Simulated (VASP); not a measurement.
Input:

```xyz
2
Lattice="0.0000 2.9135 2.9135 2.9135 0.0000 2.9135 2.9135 2.9135 0.0000" Properties=species:S:1:pos:R:3 pbc="T T T"
Sr     0.0000     0.0000     0.0000
Te     2.9135     2.9135     2.9135
```

Level of theory: PBEsol GGA, VASP's PBE PAW potentials (set 64) (plane waves; VASP 6.6.1). Settings: 500 eV cut-off, 11×11×11 Γ-centred mesh, first-order Methfessel-Paxton smearing of 0.10 eV, potentials Sr_sv Te.

Energy and stress use the plane-wave basis of the starting cell.

### Question
The ions, cell shape and volume at an external pressure of 45.0 GPa are relaxed. What does this cell relax into?

### Answer

```xyz
2
Lattice="0.0000 2.8226 2.8226 2.8226 0.0000 2.8226 2.8226 2.8226 0.0000" Properties=species:S:1:pos:R:3 pbc="T T T"
Sr     0.0000     0.0000     0.0000
Te     2.8226     2.8226     2.8226
```
Space group Fm-3m (225), at a tolerance of 0.03 Å.

### Question
How do energy and volume change from the first to the last step?

### Answer
The energy (σ→0) changes by +518.6 meV/atom and the volume by -9.1 %, in 5 ionic steps.

| step | E(σ→0) (eV) | max force (eV/Å) | pressure (GPa) | volume (Å³) |
|---|---|---|---|---|
| 1 | -7.2873 | 0.000 | 29.92 | 49.46 |
| 2 | -1.4318 | 0.000 | 115.07 | 34.60 |
| 3 | -6.3729 | 0.000 | 43.32 | 45.42 |
| 4 | -6.2741 | 0.000 | 44.74 | 45.06 |
| 5 | -6.2501 | 0.000 | 45.08 | 44.97 |

The structure was generated: SrTe was put into the rock salt type (Fm-3m), which need not be its known phase. This run relaxes it under an external pressure of 45 GPa. Symmetry was kept, so distortions that lower it aren't found.
